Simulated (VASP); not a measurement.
## TiAl (relaxed from the CuPt structure, space group R-3m): computed properties

Level of theory: PBEsol GGA, VASP's PBE PAW potentials (set 64) (plane waves; VASP 6.6.1).

| Quantity | Result |
|---|---|
| space group | R-3m (166) |
| cell | a = b = 2.8464 Å, c = 13.8977 Å, α = β = 90.00°, γ = 120.00° |
| volume per atom | 16.25 Å^3/atom |
| band gap (over mesh and band path) | none (metal, semimetal or under 0.01 eV) |
| density | 3.82 g/cm³ |

Space group R-3m, hexagonal axes (No. 166); a = b = 2.8464 Å, c = 13.8977 Å, α = β = 90.00°, γ = 120.00°

| atom | site | symmetry | x | y | z |
|---|---|---|---|---|---|
| Al | 3a | -3m | 0.0000 | 0.0000 | 0.0000 |
| Ti | 3b | -3m | 0.0000 | 0.0000 | 0.5000 |
(The calculation used a cell of 2 atoms; values per cell refer to that cell.)

The structure was generated: TiAl was put into the CuPt type (R-3m), which need not be its known phase. It was relaxed first. Symmetry was kept, so distortions that lower it aren't found. The electron count is odd and the run is not spin-polarised, which forces a metal.
